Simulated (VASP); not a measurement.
## In3GaAs4: relaxation of cell and atoms with PBEsol

In3GaAs4:

```xyz
16
Lattice="-5.9840 0.0028 5.9942 -5.9812 -5.9812 0.0000 0.0028 -5.9840 5.9942" Properties=species:S:1:pos:R:3 pbc="T T T"
Ga   -8.9718   -8.9718   11.9870
Ga   -5.9812   -5.9812   11.9870
In   -2.9954   -5.9764    2.9980
In   -5.9860   -8.9670    2.9980
In   -5.9764   -2.9954    2.9980
In   -8.9670   -5.9860    2.9980
In   -5.9812   -5.9812    5.9854
In   -2.9906   -2.9906    5.9854
As   -1.4953   -1.4953    1.3843
As   -4.4859   -4.4859    1.3843
As   -1.4331   -4.5481    4.5566
As   -4.4237   -7.5387    4.5566
As   -4.5481   -1.4331    4.5566
As   -7.5387   -4.4237    4.5566
As   -4.4859   -4.4859    7.4935
As   -7.4765   -7.4765    7.4935
```

The cell was built by a generator and needn't be a form met in nature.

| Quantity | Value |
| --- | --- |
| Program | VASP 6.6.1 |
| Task | relaxation of cell and atoms |
| Functional | PBEsol |
| Potentials or basis | VASP PAW PBE potentials, release 64 (Ga_d, In_d, As) |
| Cutoff | 600 eV |
| k mesh | 6 × 6 × 6 |
| Occupations | gaussian, width 0.03 eV |
| Spin | no spin polarisation |
| Further INCAR settings | ALGO = Normal; EDIFF = 1e-07; IBRION = 2; EDIFFG = -0.005; NSW = 90; ISIF = 3 |

```
Pressure after relaxing      : 0.0 GPa
Largest force after relaxing : 0.003 eV/Å
Band gap on the k mesh       : 0.06 eV
```

Forces on the atoms (eV/Å):
```
Ga   0.000  0.000  0.000
Ga   0.000  0.000  0.000
In   0.001 -0.001 -0.002
In   0.001 -0.001 -0.002
In  -0.001  0.001 -0.002
In  -0.001  0.001 -0.002
In   0.000  0.000  0.002
In   0.000  0.000  0.002
As   0.000  0.000  0.003
As   0.000  0.000  0.003
As   0.001 -0.001 -0.002
As   0.001 -0.001 -0.002
As  -0.001  0.001 -0.002
As  -0.001  0.001 -0.002
As   0.000  0.000  0.002
As   0.000  0.000  0.002
```

Final structure:
```yaml
crystal:
  lattice:
    - [-5.98403, 0.00284, 5.99421]
    - [-5.98119, -5.98119, 0.00000]
    - [0.00284, -5.98403, 5.99421]
  atoms:
    - { symbol: Ga, position: [0.99988, 0.50012, 0.99988] }
    - { symbol: Ga, position: [0.99988, 0.00012, 0.99988] }
    - { symbol: In, position: [0.00111, 0.49992, 0.49904] }
    - { symbol: In, position: [0.00111, 0.99992, 0.49904] }
    - { symbol: In, position: [0.49904, 0.49992, 0.00111] }
    - { symbol: In, position: [0.49904, 0.99992, 0.00111] }
    - { symbol: In, position: [0.49927, 0.50073, 0.49927] }
    - { symbol: In, position: [0.49927, 0.00073, 0.49927] }
    - { symbol: As, position: [0.11547, 0.13453, 0.11547] }
    - { symbol: As, position: [0.11547, 0.63453, 0.11547] }
    - { symbol: As, position: [0.11993, 0.11992, 0.64023] }
    - { symbol: As, position: [0.11993, 0.61992, 0.64023] }
    - { symbol: As, position: [0.64023, 0.11992, 0.11993] }
    - { symbol: As, position: [0.64023, 0.61992, 0.11993] }
    - { symbol: As, position: [0.62506, 0.12494, 0.62506] }
    - { symbol: As, position: [0.62506, 0.62494, 0.62506] }
```

Levels at points of the mesh, in eV from the valence-band top:
```
           k point  band 68  band 69  band 70  band 71  band 72  band 73  band 74  band 75  band 76  band 77
(0.00, 0.00, 0.00)    -0.85    -0.84    -0.37    -0.01     0.00     0.06     0.69     0.81     0.90     0.98
(0.50, 0.00, 0.00)    -1.64    -0.73    -0.64    -0.44    -0.43     0.81     1.47     1.95     1.96     2.03
(0.00, 0.50, 0.00)    -1.67    -0.55    -0.55    -0.55    -0.55     1.10     1.10     2.10     2.10     2.17
(0.50, 0.50, 0.00)    -1.47    -1.08    -1.08    -0.94    -0.94     2.01     2.01     2.40     2.40     2.63
(0.50, 0.00, 0.50)    -1.29    -1.20    -1.05    -0.91    -0.91     1.77     2.07     2.27     2.49     2.77
```

Run time: 14 min on 1 × NVIDIA H100 80GB with 1 thread of AMD EPYC 7R13 Processor (Zen 3), with other jobs on the host, peak memory 2.6 GiB.

Caveat: the relaxation stopped at its first step, so nothing moved; the PAW data sets were made with another functional, which shifts forces and pressure a little; spin-orbit coupling is left out, which moves the levels of the heavy elements. A k mesh can miss the band edges.
